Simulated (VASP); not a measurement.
Output of a VASP run:

### OSZICAR
```
...
DAV:   9    -0.340189028266E+02   -0.18873E-03   -0.84412E-04  1231   0.140E-01    0.993E-02
DAV:  10    -0.340189624760E+02   -0.59649E-04   -0.57398E-05   963   0.466E-02    0.487E-02
DAV:  11    -0.340189866064E+02   -0.24130E-04   -0.90017E-05  1014   0.595E-02    0.188E-02
DAV:  12    -0.340189866674E+02   -0.60940E-07   -0.65266E-06  1139   0.124E-02
  14 F= -.34018987E+02 E0= -.34018987E+02  d E =-.165852E-01
       N       E                     dE             d eps       ncg     rms          rms(c)
DAV:   1    -0.340911429610E+02   -0.72156E-01   -0.29261E+00  1034   0.101E+01    0.231E+00
DAV:   2    -0.340533494347E+02    0.37794E-01   -0.73271E-01  1219   0.432E+00    0.154E+00
DAV:   3    -0.340246569657E+02    0.28692E-01   -0.16472E-01  1125   0.162E+00    0.378E-01
DAV:   4    -0.340218101684E+02    0.28468E-02   -0.18595E-02  1020   0.657E-01    0.368E-01
DAV:   5    -0.340216210615E+02    0.18911E-03   -0.18034E-03  1188   0.198E-01    0.391E-01
DAV:   6    -0.340214032953E+02    0.21777E-03   -0.48998E-04  1230   0.104E-01    0.209E-01
DAV:   7    -0.340212961103E+02    0.10719E-03   -0.37675E-04  1118   0.683E-02    0.866E-02
DAV:   8    -0.340212951755E+02    0.93479E-06   -0.19238E-05  1029   0.224E-02    0.417E-02
DAV:   9    -0.340212885252E+02    0.66503E-05   -0.23461E-05  1061   0.246E-02    0.144E-02
DAV:  10    -0.340212873149E+02    0.12103E-05   -0.51665E-06   938   0.132E-02    0.737E-03
DAV:  11    -0.340212868796E+02    0.43532E-06   -0.75305E-07   752   0.405E-03
  15 F= -.34021287E+02 E0= -.34021287E+02  d E =-.230021E-02
       N       E                     dE             d eps       ncg     rms          rms(c)
DAV:   1    -0.340311651514E+02   -0.98778E-02   -0.40670E-01  1034   0.376E+00    0.852E-01
DAV:   2    -0.340257743053E+02    0.53908E-02   -0.97082E-02  1197   0.158E+00    0.552E-01
DAV:   3    -0.340220461078E+02    0.37282E-02   -0.21978E-02  1133   0.595E-01    0.140E-01
DAV:   4    -0.340216294358E+02    0.41667E-03   -0.26088E-03  1027   0.255E-01    0.140E-01
DAV:   5    -0.340216213629E+02    0.80729E-05   -0.24019E-04  1361   0.675E-02    0.144E-01
DAV:   6    -0.340215842684E+02    0.37095E-04   -0.84209E-05  1262   0.428E-02    0.772E-02
DAV:   7    -0.340215626613E+02    0.21607E-04   -0.59161E-05   962   0.269E-02    0.347E-02
DAV:   8    -0.340215614574E+02    0.12039E-05   -0.29319E-06   956   0.887E-03    0.147E-02
DAV:   9    -0.340215598602E+02    0.15972E-05   -0.47421E-06   961   0.102E-02    0.538E-03
DAV:  10    -0.340215594943E+02    0.36582E-06   -0.62998E-07   660   0.469E-03
  16 F= -.34021559E+02 E0= -.34021559E+02  d E =-.257283E-02
       N       E                     dE             d eps       ncg     rms          rms(c)
DAV:   1    -0.340228860233E+02   -0.13262E-02   -0.55633E-02  1041   0.139E+00    0.314E-01
DAV:   2    -0.340221461795E+02    0.73984E-03   -0.13094E-02  1197   0.580E-01    0.202E-01
DAV:   3    -0.340216447039E+02    0.50148E-03   -0.29728E-03  1133   0.219E-01    0.524E-02
DAV:   4    -0.340215863780E+02    0.58326E-04   -0.36280E-04  1034   0.954E-02    0.513E-02
DAV:   5    -0.340215853748E+02    0.10032E-05   -0.34211E-05  1216   0.252E-02    0.527E-02
DAV:   6    -0.340215795394E+02    0.58353E-05   -0.12281E-05  1110   0.164E-02    0.277E-02
DAV:   7    -0.340215760599E+02    0.34795E-05   -0.84807E-06   962   0.103E-02    0.129E-02
DAV:   8    -0.340215759235E+02    0.13648E-06   -0.34471E-07   580   0.324E-03
  17 F= -.34021576E+02 E0= -.34021576E+02  d E =-.258926E-02
```

File OUTCAR:
```
------------------------ aborting loop because EDIFF is reached ----------------------------------------
  FORCE on cell =-STRESS in cart. coord.  units (eV):
  Direction    XX          YY          ZZ          XY          YZ          ZX
  --------------------------------------------------------------------------------------
  Total        0.0562036      0.0562036     -0.0365143      0.0000000      0.0000000     -0.0000000
  in kB        0.4281454      0.4281453     -0.2781569      0.0000000      0.0000000     -0.0000000
  external PRESSURE =       0.1927113 kB  Pullay stress =       0.0000000 kB
  volume of cell :      210.32
      direct lattice vectors                 reciprocal lattice vectors
     1.788940905 -3.098536101  0.000000000     0.279494979 -0.161366524  0.000000000
     1.788940905  3.098536101 -0.000000000     0.279494979  0.161366524 -0.000000000
    -0.000000000  0.000000000 18.971468385    -0.000000000  0.000000000  0.052710733
 POSITION                                       TOTAL-FORCE (eV/Angst)
 -----------------------------------------------------------------------------------
      1.78894      1.03285     16.03832         0.000000      0.000000     -0.005226
      1.78894     -1.03285      6.55258         0.000000      0.000000     -0.005226
      1.78894     -1.03285      2.93315         0.000000      0.000000      0.005226
      1.78894      1.03285     12.41889         0.000000      0.000000      0.005226
      1.78894      1.03285      4.74287         0.000000     -0.000000     -0.000000
      1.78894     -1.03285     14.22860        -0.000000     -0.000000     -0.000000
 -----------------------------------------------------------------------------------
    total drift:                               -0.000274      0.001766     -0.000026
  FREE ENERGIE OF THE ION-ELECTRON SYSTEM (eV)
  ---------------------------------------------------
  free  energy   TOTEN  =       -34.0215759235 eV

  energy  without entropy=      -34.0215759235  energy(sigma->0) =      -34.02157592

 reached required accuracy - stopping structural energy minimisation
```
(Selected blocks of OUTCAR.)

**POSCAR**
```
MoTe2
1
    1.7891175417    -3.0988420435    -0.0000000000
    1.7891175417     3.0988420435     0.0000000000
    0.0000000000     0.0000000000    16.6812000992
Te Mo
4 2
Direct
  0.3333330000   0.6666670000   0.8583476820
  0.6666670000   0.3333330000   0.3583476820
  0.6666670000   0.3333330000   0.1416523180
  0.3333330000   0.6666670000   0.6416523180
  0.3333330000   0.6666670000   0.2500000000
  0.6666670000   0.3333330000   0.7500000000
```

Reconstruct the remaining input files.

One answer among several that fit: the input of the run itself, revPBE GGA, plane waves, VASP's PBE PAW potentials (set 64).

### KPOINTS
```
kpoints
0
gamma
7 7 2
0 0 0
```

**INCAR**
```
SYSTEM = MoTe2
PREC = Accurate; ENCUT = 520; LREAL = F
LASPH = T
EDIFF = 1E-6; NELM = 100; ALGO = Normal
LMAXMIX = 4
ISMEAR = 0; SIGMA = 0.05
GGA = RE
IBRION = 2; NSW = 60; ISIF = 3
EDIFFG = -0.02
LWAVE = F; LCHARG = F
```

POTCAR, in this order: Te Mo_sv (PBE.64 set). Program: vasp_std.

Energy and stress use the plane-wave basis of the starting cell. Without a dispersion term in the relaxation, distances and binding between the weakly bound layers, chains or molecules are unreliable, and so is what depends on them.

The compound is MoTe2 in the 2H layered structure. This run relaxes it. Symmetry was kept, so distortions that lower it aren't found. The start is the result of an earlier pass.
